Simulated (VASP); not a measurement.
# SiC (Moissanite 3C): time-dependent DFT spectra, part 4 of 5

Aim: the absorption of SiC (Moissanite 3C) from time-dependent DFT with and without exact exchange. The cell is of the zinc-blende type, one of the forms listed for this formula. The start is a cell from a database of measured crystal structures.

VASP 6.6.1, plane waves and PAW; the level of theory is named at each step.

So far, lowest excitation (eV): step 4 (casida equation on LDA, time-dependent LDA, Casida form) 4.51; step 5 (random-phase approximation on LDA, RPA spectrum on LDA) 4.52; step 9 (casida equation on HSE06, time-dependent HSE06, Casida form) 5.68; step 10 (random-phase approximation on HSE06, RPA spectrum on HSE06) 5.75.

## (11) Dielectric constant

This step: LDA; plane waves and PAW (Si, C) (VASP 6.6.1).

Perturbation theory (LEPSILON) gives the dielectric tensor with local fields, and the Born charges. The dielectric constant will set the share of exact exchange; it needs a finer mesh and uses the standard data sets.

INCAR

```
SYSTEM = SiC
PREC = Accurate
ENCUT = 520
EDIFF = 1E-08
NELM = 100
ISMEAR = 0
SIGMA = 0.01
LREAL = .FALSE.
ALGO = Normal
GGA = CA
NBANDS = 10
LWAVE = .FALSE.
LCHARG = .FALSE.
KPAR = 8
LEPSILON = .TRUE.
```

POSCAR

```
SiC
1.0
    0.0000000000      2.1790000000      2.1790000000
    2.1790000000      0.0000000000      2.1790000000
    2.1790000000      2.1790000000      0.0000000000
Si C
1 1
Direct
    0.0000000000      0.0000000000      0.0000000000
    0.7500000000      0.7500000000      0.7500000000
```

KPOINTS

```
Automatic mesh
0
Gamma
12 12 12
0 0 0
```

Potentials, in the order of the species: Si and C (PBE family, release 64).

The run is started by

```sh
$ mpirun -np 8 vasp_std
```

Log:

```text
[... set-up lines as in an earlier step ...]
 entering main loop
       N       E                     dE             d eps       ncg     rms          rms(c)
DAV:   1     0.249818290760E+01    0.24982E+01   -0.39687E+03  1512   0.665E+02
DAV:   2    -0.179193908698E+02   -0.20418E+02   -0.19361E+02  1934   0.113E+02
DAV:   3    -0.185062019608E+02   -0.58681E+00   -0.58613E+00  1706   0.169E+01
DAV:   4    -0.185085906894E+02   -0.23887E-02   -0.23886E-02  1664   0.137E+00
DAV:   5    -0.185086022803E+02   -0.11591E-04   -0.11591E-04  1690   0.849E-02    0.823E+00
DAV:   6    -0.166736454192E+02    0.18350E+01   -0.70463E+00  1500   0.127E+01    0.336E+00
DAV:   7    -0.166054105128E+02    0.68235E-01   -0.33873E-01  1676   0.365E+00    0.161E+00
DAV:   8    -0.165856931718E+02    0.19717E-01   -0.27995E-02  1522   0.106E+00    0.140E-01
DAV:   9    -0.165854508502E+02    0.24232E-03   -0.16035E-03  1754   0.234E-01    0.826E-02
DAV:  10    -0.165854611837E+02   -0.10334E-04   -0.11393E-04  1522   0.667E-02    0.246E-02
DAV:  11    -0.165854612145E+02   -0.30820E-07   -0.45304E-06  1720   0.130E-02    0.100E-02
DAV:  12    -0.165854610390E+02    0.17554E-06   -0.47247E-07  1522   0.390E-03    0.582E-04
DAV:  13    -0.165854610408E+02   -0.18471E-08   -0.12423E-08  1092   0.709E-04
   1 F= -.16585461E+02 E0= -.16585461E+02  d E =-.204456E-43
 Linear response reoptimize wavefunctions to high precision
DAV:   1    -0.165854610431E+02   -0.22367E-08   -0.88108E-10  1282   0.213E-04
DAV:   2    -0.165854610431E+02   -0.82991E-11   -0.27178E-11   756   0.449E-05
 Linear response G [H, r] |phi>, progress :
  Direction:   1
       N       E                     dE             d eps       ncg     rms
RMM:   1    -0.410815475152E+02   -0.41082E+02   -0.49780E+01  3692   0.433E+01
RMM:   2    -0.325016806774E+02    0.85799E+01   -0.24392E+00  2317   0.111E+01
RMM:   3    -0.324950066880E+02    0.66740E-02   -0.40526E-02  2392   0.103E+00
RMM:   4    -0.324931876056E+02    0.18191E-02   -0.23961E-03  2514   0.116E-01
RMM:   5    -0.324929954800E+02    0.19213E-03   -0.21728E-04  2480   0.147E-02
RMM:   6    -0.324929759041E+02    0.19576E-04   -0.16574E-05  2594   0.197E-03
RMM:   7    -0.324929741367E+02    0.17675E-05    0.24235E-06  2400   0.301E-04
RMM:   8    -0.324929742778E+02   -0.14112E-06    0.54373E-06  2043   0.726E-05
RMM:   9    -0.324929743003E+02   -0.22551E-07    0.12239E-05  1782   0.511E-05
RMM:  10    -0.324929742877E+02    0.12675E-07    0.10902E-05  1601   0.508E-05
RMM:  11    -0.324929743032E+02   -0.15512E-07    0.10527E-05  1335   0.512E-05
RMM:  12    -0.324929743166E+02   -0.13424E-07    0.10189E-05   980   0.513E-05
 Linear response G [H, r] |phi>, progress :
  Direction:   2
       N       E                     dE             d eps       ncg     rms
RMM:   1    -0.383721450536E+02   -0.38372E+02   -0.55499E+01  3705   0.409E+01
RMM:   2    -0.325655111561E+02    0.58066E+01   -0.17348E+00  2292   0.955E+00
RMM:   3    -0.325587364938E+02    0.67747E-02   -0.29992E-02  2375   0.850E-01
RMM:   4    -0.325571851537E+02    0.15513E-02   -0.22537E-03  2487   0.935E-02
RMM:   5    -0.325569971457E+02    0.18801E-03   -0.21886E-04  2483   0.117E-02
RMM:   6    -0.325569780196E+02    0.19126E-04   -0.24542E-05  2589   0.158E-03
RMM:   7    -0.325569762838E+02    0.17358E-05   -0.72428E-06  2350   0.247E-04
RMM:   8    -0.325569761021E+02    0.18172E-06   -0.42830E-06  2017   0.661E-05
RMM:   9    -0.325569760953E+02    0.68180E-08    0.51837E-06  1773   0.505E-05
RMM:  10    -0.325569759850E+02    0.11024E-06   -0.38489E-07  1630   0.507E-05
RMM:  11    -0.325569759565E+02    0.28595E-07   -0.16820E-06  1333   0.512E-05
RMM:  12    -0.325569759023E+02    0.54122E-07   -0.30887E-06   990   0.510E-05
 Linear response G [H, r] |phi>, progress :
  Direction:   3
       N       E                     dE             d eps       ncg     rms
RMM:   1    -0.256285414902E+02   -0.25629E+02    0.83999E+01  3524   0.420E+01
RMM:   2    -0.223504473911E+02    0.32781E+01   -0.21841E+00  2284   0.105E+01
RMM:   3    -0.223454857465E+02    0.49616E-02   -0.26857E-02  2331   0.102E+00
RMM:   4    -0.223450397637E+02    0.44598E-03   -0.33319E-04  2500   0.119E-01
RMM:   5    -0.223450366022E+02    0.31615E-05   -0.10652E-05  2448   0.158E-02
RMM:   6    -0.223450362458E+02    0.35639E-06   -0.10602E-06  2513   0.222E-03
RMM:   7    -0.223450361725E+02    0.73268E-07   -0.14715E-07  2293   0.346E-04
RMM:   8    -0.223450361318E+02    0.40757E-07    0.59946E-07  1997   0.744E-05
RMM:   9    -0.223450361495E+02   -0.17755E-07   -0.60071E-08  1633   0.415E-05
RMM:  10    -0.223450361491E+02    0.41414E-09    0.33444E-08  1447   0.406E-05
 Linear response to external field (no local field effect), progress :
  Direction:   1
       N       E                     dE             d eps       ncg     rms          rms(c)
RMM:   1    -0.439505691311E+00   -0.43951E+00   -0.18311E+00  3308   0.281E+00
RMM:   2    -0.450509720123E+00   -0.11004E-01   -0.31635E-03  2315   0.399E-01
RMM:   3    -0.450529770230E+00   -0.20050E-04   -0.17840E-05  2373   0.269E-02
RMM:   4    -0.450529886297E+00   -0.11607E-06   -0.17869E-07  2396   0.267E-03
RMM:   5    -0.450529886002E+00    0.29507E-09   -0.42160E-09  2262   0.276E-04
 change of polarisation eV/A/(eV/A) component  1 :     0.901     0.471     0.082
 dielectric tensor                  component  1 :     8.880     4.123     0.715
 Linear response to external field (no local field effect), progress :
  Direction:   2
       N       E                     dE             d eps       ncg     rms          rms(c)
RMM:   1    -0.426729055660E+00   -0.42673E+00   -0.17591E+00  3281   0.270E+00
RMM:   2    -0.437053549659E+00   -0.10324E-01   -0.31175E-03  2315   0.387E-01
RMM:   3    -0.437073600817E+00   -0.20051E-04   -0.16806E-05  2349   0.261E-02
RMM:   4    -0.437073714990E+00   -0.11417E-06   -0.15225E-07  2383   0.251E-03
RMM:   5    -0.437073715612E+00   -0.62243E-09   -0.23390E-09  2225   0.256E-04
 change of polarisation eV/A/(eV/A) component  2 :     0.471     0.874    -0.071
 dielectric tensor                  component  2 :     4.123     8.644    -0.624
 Linear response to external field (no local field effect), progress :
  Direction:   3
       N       E                     dE             d eps       ncg     rms          rms(c)
RMM:   1    -0.189671879602E+00   -0.18967E+00   -0.65510E-01  3261   0.213E+00
RMM:   2    -0.193706085419E+00   -0.40342E-02   -0.13593E-03  2302   0.286E-01
RMM:   3    -0.193715712836E+00   -0.96274E-05   -0.79047E-06  2325   0.192E-02
RMM:   4    -0.193715793714E+00   -0.80878E-07   -0.53824E-08  2385   0.196E-03
RMM:   5    -0.193715795922E+00   -0.22080E-08    0.10870E-09  2181   0.204E-04
 change of polarisation eV/A/(eV/A) component  3 :     0.082    -0.071     0.387
 dielectric tensor                  component  3 :     0.717    -0.624     4.388
 Linear response to external field, progress :
  Direction:   1
       N       E                     dE             d eps       ncg     rms          rms(c)
RMM:   1    -0.351973757102E+00   -0.35197E+00   -0.14151E+00 12842   0.255E+00
RMM:   2    -0.360423132884E+00   -0.84494E-02   -0.25465E-03  8951   0.357E-01    0.865E-01
RMM:   3    -0.350571376208E+00    0.98518E-02   -0.49570E-03  8949   0.418E-01    0.502E-01
RMM:   4    -0.359842354370E+00   -0.92710E-02   -0.61054E-03  9021   0.466E-01    0.739E-02
RMM:   5    -0.361886175957E+00   -0.20438E-02   -0.12975E-04  9080   0.838E-02    0.894E-03
RMM:   6    -0.361971579203E+00   -0.85403E-04   -0.10458E-06  9437   0.808E-03    0.449E-03
RMM:   7    -0.362015799018E+00   -0.44220E-04   -0.72406E-08  9320   0.213E-03    0.279E-04
RMM:   8    -0.362019397248E+00   -0.35982E-05   -0.36641E-09  9898   0.377E-04    0.111E-04
RMM:   9    -0.362018473500E+00    0.92375E-06   -0.85518E-10  8190   0.126E-04    0.174E-05
RMM:  10    -0.362018648779E+00   -0.17528E-06    0.18347E-11  5170   0.282E-05    0.639E-06
 change of polarisation eV/A/(eV/A) component  1 :     0.684     0.175     0.104
 dielectric tensor                  component  1 :     6.980     1.534     0.912
 Linear response to external field, progress :
  Direction:   2
       N       E                     dE             d eps       ncg     rms          rms(c)
RMM:   1    -0.351973647842E+00   -0.35197E+00   -0.14151E+00 12842   0.255E+00
RMM:   2    -0.360423128556E+00   -0.84495E-02   -0.25467E-03  8953   0.357E-01    0.865E-01
RMM:   3    -0.350571497776E+00    0.98516E-02   -0.49564E-03  8948   0.418E-01    0.502E-01
RMM:   4    -0.359842588391E+00   -0.92711E-02   -0.61063E-03  9024   0.466E-01    0.739E-02
RMM:   5    -0.361886170220E+00   -0.20436E-02   -0.12978E-04  9079   0.838E-02    0.894E-03
RMM:   6    -0.361971644021E+00   -0.85474E-04   -0.10597E-06  9433   0.808E-03    0.450E-03
RMM:   7    -0.362015860767E+00   -0.44217E-04   -0.73145E-08  9319   0.213E-03    0.279E-04
RMM:   8    -0.362019468255E+00   -0.36075E-05   -0.37328E-09  9905   0.377E-04    0.110E-04
RMM:   9    -0.362018543210E+00    0.92504E-06   -0.60818E-10  8202   0.126E-04    0.189E-05
RMM:  10    -0.362018710767E+00   -0.16756E-06    0.35450E-10  5171   0.272E-05    0.780E-06
 change of polarisation eV/A/(eV/A) component  2 :     0.127     0.684     0.132
 dielectric tensor                  component  2 :     1.114     6.980     1.154
 Linear response to external field, progress :
  Direction:   3
       N       E                     dE             d eps       ncg     rms          rms(c)
RMM:   1    -0.351973702174E+00   -0.35197E+00   -0.14151E+00 12841   0.255E+00
RMM:   2    -0.360423131284E+00   -0.84494E-02   -0.25466E-03  8951   0.357E-01    0.865E-01
RMM:   3    -0.350571499268E+00    0.98516E-02   -0.49561E-03  8948   0.418E-01    0.502E-01
RMM:   4    -0.359842537321E+00   -0.92710E-02   -0.61056E-03  9021   0.466E-01    0.739E-02
RMM:   5    -0.361886167544E+00   -0.20436E-02   -0.12975E-04  9080   0.838E-02    0.894E-03
RMM:   6    -0.361971646355E+00   -0.85479E-04   -0.10542E-06  9437   0.808E-03    0.450E-03
RMM:   7    -0.362015861845E+00   -0.44215E-04   -0.73025E-08  9330   0.213E-03    0.279E-04
RMM:   8    -0.362019467914E+00   -0.36061E-05   -0.35668E-09  9915   0.377E-04    0.110E-04
RMM:   9    -0.362018543438E+00    0.92448E-06   -0.59899E-10  8165   0.126E-04    0.189E-05
RMM:  10    -0.362018710916E+00   -0.16748E-06    0.72285E-11  5221   0.272E-05    0.779E-06
 change of polarisation eV/A/(eV/A) component  3 :     0.107     0.173     0.684
 dielectric tensor                  component  3 :     0.936     1.510     6.980
 Born effective charges drift removed
```

Run time: 16 s. Hardware: 8 MPI ranks of Intel Xeon 6975P-C (Granite Rapids), shared host; peak memory 2 GiB; 98 s of CPU time.

OUTCAR, selected parts (step 11):

```text
   k-points           NKPTS =     72   k-points in BZ     NKDIM =     72   number of bands    NBANDS=     10

   ENCUT  =  520.0 eV  38.22 Ry    6.18 a.u.   5.73  5.73  5.73*2*pi/ulx,y,z

   NELECT =       8.0000    total number of electrons

  Total       -0.3581381     -0.3581381     -0.3581381      0.0000000      0.0000000      0.0000000
  in kB      -27.7306122    -27.7306122    -27.7306122      0.0000000      0.0000000      0.0000000
  external PRESSURE =     -27.7306122 kB  Pullay stress =       0.0000000 kB

 MACROSCOPIC STATIC DIELECTRIC TENSOR (including local field effects in DFT)
 ------------------------------------------------------
           6.980440     0.000000    -0.000000
           0.000000     6.980440     0.000000
           0.000000     0.000000     6.980440
 ------------------------------------------------------

 PIEZOELECTRIC TENSOR (including local field effects)  for field in x, y, z        (C/m^2)
          XX          YY          ZZ          XY          YZ          ZX
  --------------------------------------------------------------------------------
  x     0.00000    -0.00000     0.00000     0.00000     0.97434     0.00000
  y    -0.00000     0.00000     0.00000     0.00000     0.00000     0.97434
  z    -0.00000     0.00000     0.00000     0.97434     0.00000     0.00000

 BORN EFFECTIVE CHARGES (including local field effects) (in |e|, cummulative output)
 ---------------------------------------------------------------------------------
 ion    1
    1     2.69985     0.00000    -0.00000
    2     0.00000     2.69985     0.00000
    3     0.00000     0.00000     2.69985
 ion    2
    1    -2.69985     0.00000     0.00000
    2     0.00000    -2.69985    -0.00000
    3    -0.00000    -0.00000    -2.69985

[... 5 parts as in an earlier step ...]

[... 5 further parts left out ...]
```

Energies printed during the response cycles are not total energies of the cell.

Numbers from this step:

```yaml
fermi_energy: 8.009 eV
pressure: -2.773 GPa
gap_on_the_k_mesh: 1.306 eV
least_direct_gap_on_the_k_mesh: 4.518 eV
```

Electronic dielectric tensor with local fields:

```
6.98 0.00 0.00
0.00 6.98 0.00
0.00 0.00 6.98
```

Born effective charge (e), principal values of the symmetric part by kind of site:

| atom | atoms with these values | low | middle | high | mean |
| --- | --- | --- | --- | --- | --- |
| Si1 | 1 | 2.70 | 2.70 | 2.70 | 2.70 |
| C2 | 1 | -2.70 | -2.70 | -2.70 | -2.70 |

In full for Si1:

```
2.70 0.00 0.00
0.00 2.70 0.00
0.00 0.00 2.70
```

Piezoelectric tensor with clamped ions (C/m²), by row:

| field | xx | yy | zz | xy | yz | zx |
| --- | --- | --- | --- | --- | --- | --- |
| x | 0 | 0 | 0 | 0 | 0.9743 | 0 |
| y | 0 | 0 | 0 | 0 | 0 | 0.9743 |
| z | 0 | 0 | 0 | 0.9743 | 0 | 0 |

The mean electronic (clamped-ion) dielectric constant is 6.98.

## (12) Ground state at PBE-EpsX

This step: PBE-EpsX; plane waves and PAW (Si, C) (VASP 6.6.1).

Many-body steps start from the orbitals of a self-consistent run, here PBE-EpsX. A small SIGMA keeps every occupation at zero or full. PBE-EpsX is PBE with a share of exact exchange equal to one over the dielectric constant found above.

INCAR

```
SYSTEM = SiC
PREC = Accurate
ENCUT = 420
EDIFF = 1E-08
NELM = 100
ISMEAR = 0
SIGMA = 0.01
LREAL = .FALSE.
ALGO = Normal
LHFCALC = .TRUE.
AEXX = 0.143
GGA = PE
LASPH = .TRUE.
NBANDS = 10
PRECFOCK = Fast
LORBIT = 11
LWAVE = .TRUE.
LCHARG = .FALSE.
KPAR = 8
```

POSCAR is that of step 11.

KPOINTS

```
Automatic mesh
0
Gamma
6 6 6
0 0 0
```

The run is started by

```sh
$ mpirun -np 8 vasp_std
```

Log:

```text
[... set-up lines as in an earlier step ...]
 entering main loop
       N       E                     dE             d eps       ncg     rms          rms(c)
DAV:   1    -0.170061836892E+02   -0.17006E+02   -0.44539E-01   320   0.490E+00    0.244E+00
DAV:   2    -0.170063027076E+02   -0.11902E-03   -0.76494E-03   394   0.667E-01    0.157E+00
DAV:   3    -0.170055392410E+02    0.76347E-03   -0.11643E-03   390   0.167E-01    0.899E-01
DAV:   4    -0.170053565049E+02    0.18274E-03   -0.16406E-04   332   0.674E-02    0.498E-01
DAV:   5    -0.170052897897E+02    0.66715E-04   -0.16720E-05   330   0.288E-02    0.283E-01
DAV:   6    -0.170052673747E+02    0.22415E-04   -0.74917E-06   358   0.219E-02    0.161E-01
DAV:   7    -0.170052603648E+02    0.70099E-05   -0.22468E-06   340   0.123E-02    0.913E-02
DAV:   8    -0.170052582363E+02    0.21284E-05   -0.73677E-07   344   0.697E-03    0.518E-02
DAV:   9    -0.170052576633E+02    0.57301E-06   -0.26328E-07   346   0.418E-03    0.294E-02
DAV:  10    -0.170052575569E+02    0.10644E-06   -0.92437E-08   346   0.252E-03    0.167E-02
DAV:  11    -0.170052575717E+02   -0.14815E-07   -0.32809E-08   334   0.153E-03    0.946E-03
DAV:  12    -0.170052576062E+02   -0.34534E-07   -0.11863E-08   266   0.929E-04    0.540E-03
DAV:  13    -0.170052576353E+02   -0.29061E-07   -0.46915E-09   168   0.597E-04    0.309E-03
DAV:  14    -0.170052576553E+02   -0.20052E-07   -0.19657E-09   162   0.392E-04    0.174E-03
DAV:  15    -0.170052576680E+02   -0.12649E-07   -0.71235E-10   160   0.231E-04    0.988E-04
DAV:  16    -0.170052576757E+02   -0.77102E-08   -0.29105E-10   160   0.145E-04
   1 F= -.17005258E+02 E0= -.17005258E+02  d E =-.505654E-16
 writing wavefunctions
```

It took 8.8 s on 8 MPI ranks; peak memory 0.99 GiB; 53 s of CPU time.

From OUTCAR (step 12):

```text
   NELECT =       8.0000    total number of electrons

 E-fermi :   7.5970

 k-point     1 :       0.0000    0.0000    0.0000
  band No.  band energies     occupation
      1      -8.7999      2.00000
      2       7.5440      2.00000
      3       7.5440      2.00000
      4       7.5440      2.00000
      5      14.9500      0.00000
      6      16.0105      0.00000
      7      16.0105      0.00000
      8      16.0106      0.00000
      9      23.3963      0.00000
    ...

 POSITION                                       TOTAL-FORCE (eV/Angst)
 -----------------------------------------------------------------------------------
      0.00000      0.00000      0.00000        -0.000000     -0.000000     -0.000000
      3.26850      3.26850      3.26850         0.000000      0.000000      0.000000
 -----------------------------------------------------------------------------------
    total drift:                               -0.000008      0.000002     -0.000003

  FREE ENERGIE OF THE ION-ELECTRON SYSTEM (eV)
  ---------------------------------------------------
  free  energy   TOTEN  =       -17.0052576757 eV

  energy  without entropy=      -17.0052576757  energy(sigma->0) =      -17.00525768

[... 9 parts as in an earlier step ...]

[... 9 further parts left out ...]
```

Numbers from this step:

```
free energy (TOTEN)            : -17.01 eV
Fermi energy                   : 7.597 eV
gap on the k-mesh              : 2.274 eV
least direct gap on the k-mesh : 5.649 eV
```

## (13) Empty bands, functional PBE-EpsX, ε 6.98044

ALGO = Exact diagonalises the converged Hamiltonian in one step, and LOPTICS writes the k-derivatives of the orbitals (WAVEDER), which give the transition dipoles.

INCAR

```
SYSTEM = SiC
PREC = Accurate
ENCUT = 420
ISMEAR = 0
SIGMA = 0.01
LREAL = .FALSE.
LHFCALC = .TRUE.
AEXX = 0.143
GGA = PE
LASPH = .TRUE.
NBANDS = 24
PRECFOCK = Fast
ALGO = Exact
NELM = 1
LWAVE = .TRUE.
LCHARG = .FALSE.
LOPTICS = .TRUE.
NEDOS = 1000
CSHIFT = 0.1
```

POSCAR is that of step 12.

KPOINTS is that of step 12.

The run starts from files that an earlier step left in the folder.

The run is started by

```sh
$ mpirun -np 8 vasp_std
```

Log:

```text
[... set-up lines as in an earlier step ...]
 entering main loop
       N       E                     dE             d eps       ncg     rms          rms(c)
DIA:   1    -0.170052576872E+02   -0.17005E+02    0.00000E+00     0   0.000E+00
   1 F= -.17005258E+02 E0= -.17005258E+02  d E =-.801677E-14
 writing wavefunctions
 optical routines
 imaginary and real dielectric function
 recalculating local potential from charge density
 direction            1
 direction            2
 direction            3
```

Run time: 52 s. Hardware: 8 MPI ranks; peak memory 1 GiB; 5.4 min of CPU time.

OUTCAR, selected parts (step 13):

```text
 POSITION                                       TOTAL-FORCE (eV/Angst)
 -----------------------------------------------------------------------------------
      0.00000      0.00000      0.00000         0.000000      0.000000      0.000000
      3.26850      3.26850      3.26850        -0.000000     -0.000000     -0.000000
 -----------------------------------------------------------------------------------
    total drift:                               -0.000008      0.000002     -0.000003

  FREE ENERGIE OF THE ION-ELECTRON SYSTEM (eV)
  ---------------------------------------------------
  free  energy   TOTEN  =       -17.0052576872 eV

  energy  without entropy=      -17.0052576872  energy(sigma->0) =      -17.00525769

[... 2 parts as in an earlier step ...]

[... 1 further part left out ...]
[key lines of the parts left out:]
E-fermi :   7.5920
```

(Continued in part 5 of 5.)

[Lines on the potential files, build, host, timing and source positions are cut from VASP's logs without a mark.]

[Logs are printed without paths, hosts, clocks, repeated set-up lines and the standing remarks that a program may print on its own settings, such as how far it seeks lower states.]

[Hosts, paths, dates, database ids (printed as entryN), source tags and the programs' standing remarks are cut or masked in the printed files.]

[Pressures printed for these runs are not shown converged in the cutoff: they can be off by several GPa and have the wrong sign.]
